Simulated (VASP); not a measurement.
A convergence study with VASP on Ag (fcc): one setting is varied, all else stays as given below, so the limit is that of these other settings.

```xyz
1
Lattice="0.0000 2.0450 2.0450 2.0450 0.0000 2.0450 2.0450 2.0450 0.0000" Properties=species:S:1:pos:R:3 pbc="T T T"
Ag     0.0000     0.0000     0.0000
```

All values below come from PBE GGA, VASP's PBE PAW potentials (set 64) (plane waves; VASP). The tightest run used: 550 eV cut-off, 25×25×25 Γ-centred mesh, first-order Methfessel-Paxton smearing of 0.10 eV, potentials Ag.

The reference is 25×25×25 mesh, which took about 40 core-seconds. The timings are rough (shared machines, no repeats); factors under 2 mean little.

### Question
Of the settings 1×1×1 mesh; 2×2×2 mesh; 3×3×3 mesh; 4×4×4 mesh; 5×5×5 mesh; 6×6×6 mesh; 7×7×7 mesh; 8×8×8 mesh; 9×9×9 mesh; 10×10×10 mesh; 11×11×11 mesh; 12×12×12 mesh; 14×14×14 mesh; 15×15×15 mesh; 16×16×16 mesh; 17×17×17 mesh; 18×18×18 mesh; 19×19×19 mesh; 20×20×20 mesh; 21×21×21 mesh; 22×22×22 mesh; 23×23×23 mesh; 24×24×24 mesh; 25×25×25 mesh, which is the lowest that keeps the difference from the reference in the stress, largest component (GPa) within 0.2 from there on, and what does it cost?

### Answer
12×12×12 mesh; its cost over the reference is about 1/6.
```json
[
 {"setting": "1×1×1 mesh", "difference in the stress, largest component (GPa)": "78.28", "cost over the reference": "about 1/20"},
 {"setting": "2×2×2 mesh", "difference in the stress, largest component (GPa)": "23.30", "cost over the reference": "about 1/20"},
 {"setting": "3×3×3 mesh", "difference in the stress, largest component (GPa)": "3.20", "cost over the reference": "about 1/20"},
 {"setting": "4×4×4 mesh", "difference in the stress, largest component (GPa)": "1.02", "cost over the reference": "about 1/20"},
 {"setting": "5×5×5 mesh", "difference in the stress, largest component (GPa)": "0.90", "cost over the reference": "about 1/20"},
 {"setting": "6×6×6 mesh", "difference in the stress, largest component (GPa)": "0.72", "cost over the reference": "about 1/10"},
 {"setting": "7×7×7 mesh", "difference in the stress, largest component (GPa)": "0.40", "cost over the reference": "about 1/10"},
 {"setting": "8×8×8 mesh", "difference in the stress, largest component (GPa)": "0.55", "cost over the reference": "about 1/10"},
 {"setting": "9×9×9 mesh", "difference in the stress, largest component (GPa)": "0.20", "cost over the reference": "about 1/9"},
 {"setting": "10×10×10 mesh", "difference in the stress, largest component (GPa)": "0.35", "cost over the reference": "about 1/8"},
 {"setting": "11×11×11 mesh", "difference in the stress, largest component (GPa)": "0.42", "cost over the reference": "about 1/7"},
 {"setting": "12×12×12 mesh", "difference in the stress, largest component (GPa)": "0.16", "cost over the reference": "about 1/6"},
 {"setting": "14×14×14 mesh", "difference in the stress, largest component (GPa)": "0.09", "cost over the reference": "about 1/4"},
 {"setting": "15×15×15 mesh", "difference in the stress, largest component (GPa)": "0.10", "cost over the reference": "about 1/3"},
 {"setting": "16×16×16 mesh", "difference in the stress, largest component (GPa)": "0.00", "cost over the reference": "about 1/3"},
 {"setting": "17×17×17 mesh", "difference in the stress, largest component (GPa)": "0.02", "cost over the reference": "about 1/3"},
 {"setting": "18×18×18 mesh", "difference in the stress, largest component (GPa)": "0.00", "cost over the reference": "about 1/2"},
 {"setting": "19×19×19 mesh", "difference in the stress, largest component (GPa)": "0.05", "cost over the reference": "about 1/2"},
 {"setting": "20×20×20 mesh", "difference in the stress, largest component (GPa)": "0.01", "cost over the reference": "within a factor of 2"},
 {"setting": "21×21×21 mesh", "difference in the stress, largest component (GPa)": "0.01", "cost over the reference": "within a factor of 2"},
 {"setting": "22×22×22 mesh", "difference in the stress, largest component (GPa)": "0.02", "cost over the reference": "within a factor of 2"},
 {"setting": "23×23×23 mesh", "difference in the stress, largest component (GPa)": "0.02", "cost over the reference": "within a factor of 2"},
 {"setting": "24×24×24 mesh", "difference in the stress, largest component (GPa)": "0.02", "cost over the reference": "within a factor of 2"},
 {"setting": "25×25×25 mesh", "difference in the stress, largest component (GPa)": "0.00", "cost over the reference": "reference"}
]
```

Left out are rungs that failed or repeat a setting and relaxations that didn't move; long series are thinned to 24 rows.

The compound is Ag in the fcc structure. The cell was not relaxed at this level.
